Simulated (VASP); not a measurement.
Output of a VASP run:

### OSZICAR
```
       N       E                     dE             d eps       ncg     rms          rms(c)
DAV:   1     0.530627304307E+03    0.53063E+03   -0.33137E+04  1264   0.125E+03
DAV:   2    -0.169963023227E+03   -0.70059E+03   -0.68005E+03  1528   0.324E+02
DAV:   3    -0.273795828887E+03   -0.10383E+03   -0.10345E+03  1552   0.149E+02
DAV:   4    -0.277399018274E+03   -0.36032E+01   -0.35956E+01  1552   0.361E+01
DAV:   5    -0.277540206632E+03   -0.14119E+00   -0.14116E+00  1660   0.626E+00    0.516E+00
DAV:   6    -0.267424637390E+03    0.10116E+02   -0.58419E+00  1720   0.302E+01    0.398E+00
DAV:   7    -0.256493170419E+03    0.10931E+02   -0.30255E+00  1320   0.801E+00    0.188E+00
DAV:   8    -0.256724160054E+03   -0.23099E+00   -0.14476E+00  1640   0.604E+00    0.876E-01
DAV:   9    -0.256969144412E+03   -0.24498E+00   -0.29224E-01  1352   0.276E+00    0.667E-01
DAV:  10    -0.256833529654E+03    0.13561E+00   -0.23530E-01  1296   0.300E+00    0.306E-01
DAV:  11    -0.257017144257E+03   -0.18361E+00   -0.10846E-01  1328   0.193E+00    0.126E-01
DAV:  12    -0.257057763659E+03   -0.40619E-01   -0.27121E-02  1300   0.103E+00    0.174E-01
DAV:  13    -0.257056259324E+03    0.15043E-02   -0.13210E-03  1600   0.207E-01    0.116E-01
DAV:  14    -0.257056970405E+03   -0.71108E-03   -0.43374E-03  1336   0.456E-01    0.353E-02
DAV:  15    -0.257059722899E+03   -0.27525E-02   -0.18634E-03  1568   0.257E-01    0.640E-02
DAV:  16    -0.257059795943E+03   -0.73044E-04   -0.17798E-04  1428   0.931E-02    0.539E-02
DAV:  17    -0.257060999328E+03   -0.12034E-02   -0.41648E-04  1372   0.137E-01    0.299E-02
DAV:  18    -0.257061150820E+03   -0.15149E-03   -0.11692E-04  1816   0.687E-02    0.573E-03
DAV:  19    -0.257061189666E+03   -0.38846E-04   -0.47883E-05  1288   0.423E-02    0.338E-03
DAV:  20    -0.257061197893E+03   -0.82263E-05   -0.11456E-05  1296   0.208E-02    0.529E-03
DAV:  21    -0.257061199681E+03   -0.17889E-05   -0.40061E-06  1152   0.130E-02    0.300E-03
DAV:  22    -0.257061199606E+03    0.75484E-07   -0.66830E-07   924   0.457E-03
   1 F= -.25706120E+03 E0= -.25706120E+03  d E =-.257061E+03
```

File OUTCAR:
```
------------------------ aborting loop because EDIFF is reached ----------------------------------------
  FORCE on cell =-STRESS in cart. coord.  units (eV):
  Direction    XX          YY          ZZ          XY          YZ          ZX
  --------------------------------------------------------------------------------------
  Total        0.1698243     -0.1045785     -0.1163540      0.0000000      0.0000000      0.0000000
  in kB        0.6684344     -0.4116245     -0.4579732      0.0000000      0.0000000      0.0000000
  external PRESSURE =      -0.0670545 kB  Pullay stress =       0.0000000 kB
  volume of cell :      407.05
      direct lattice vectors                 reciprocal lattice vectors
     6.028759606  0.000000000  0.000000000     0.165871600  0.000000000  0.000000000
     0.000000000  5.809812790  5.810742569     0.000000000  0.086061293  0.086047522
     0.000000000 -5.809812790  5.810742569     0.000000000 -0.086061293  0.086047522
 POSITION                                       TOTAL-FORCE (eV/Angst)
 -----------------------------------------------------------------------------------
      3.01438      0.00000      5.74381         0.000000      0.000000     -0.007156
      3.01438      0.00000     11.58449         0.000000      0.000000     -0.004534
      0.00000      2.91188      8.62693         0.000000     -0.011520      0.004331
      0.00000     -2.91188      8.62693         0.000000      0.011520      0.004331
      0.00000     -3.63408      5.72543         0.000000      0.008926     -0.007204
      0.00000      3.63408      5.72543         0.000000     -0.008926     -0.007204
      3.01438     -2.94293      8.59604         0.000000      0.010161      0.010131
      3.01438      2.94293      8.59604         0.000000     -0.010161      0.010131
      0.00000      0.00000      3.56294         0.000000      0.000000     -0.010266
      0.00000      0.00000      7.91499         0.000000      0.000000      0.007441
 -----------------------------------------------------------------------------------
    total drift:                               -0.000000     -0.000003     -0.000887
  FREE ENERGIE OF THE ION-ELECTRON SYSTEM (eV)
  ---------------------------------------------------
  free  energy   TOTEN  =      -257.0611996060 eV

  energy  without entropy=     -257.0611996060  energy(sigma->0) =     -257.06119961

 reached required accuracy - stopping structural energy minimisation
```
(Selected blocks of OUTCAR.)

**POSCAR**
```
CsPbBr3
1
    6.0287596060     0.0000000000     0.0000000000
    0.0000000000     5.8098127899     5.8107425687
    0.0000000000    -5.8098127899     5.8107425687
Cs Pb Br
2 2 6
Direct
  0.5000000000   0.4942406729   0.4942406729
  0.5000000000   0.9968165932   0.9968165932
  0.0000000000   0.9929256864   0.4917258369
  0.0000000000   0.4917258369   0.9929256864
  0.0000000000   0.1799053431   0.8054133705
  0.0000000000   0.8054133705   0.1799053431
  0.5000000000   0.4863950100   0.9929402827
  0.5000000000   0.9929402827   0.4863950100
  0.0000000000   0.3065820712   0.3065820712
  0.0000000000   0.6810651332   0.6810651332
```

Reconstruct the remaining input files.

One answer among several that fit: the input of the run itself, r2SCAN meta-GGA, plane waves, VASP's PBE PAW potentials (set 64).

**KPOINTS**
```
K-points
0
G
 4 3 3
```

INCAR:
```
EDIFF = 1E-6
ISIF = 3
LMAXMIX = 4   # l cut-off of mixed one-centre charges
ALGO = Normal   # blocked Davidson
LREAL = .FALSE.   # projection in real space or not
NELM = 100   # most electronic steps
LASPH = .TRUE.
EDIFFG = -0.02   # ionic stop
LWAVE = .FALSE.
PREC = Accurate
SYSTEM = CsPbBr3
NSW = 60   # most ionic steps
IBRION = 2
LCHARG = .FALSE.
METAGGA = R2SCAN
SIGMA = 0.05   # width (eV)
ENCUT = 400
ISMEAR = 0   # Gaussian
LMIXTAU = .TRUE.
```

POTCAR, in this order: Cs_sv Pb_d Br (PBE.64 set). Program: vasp_std.

The structure comes from a computed database's CsPbBr3 entry (Amm2); how it stands against other phases isn't given here. It was relaxed first. The start is the result of an earlier pass.
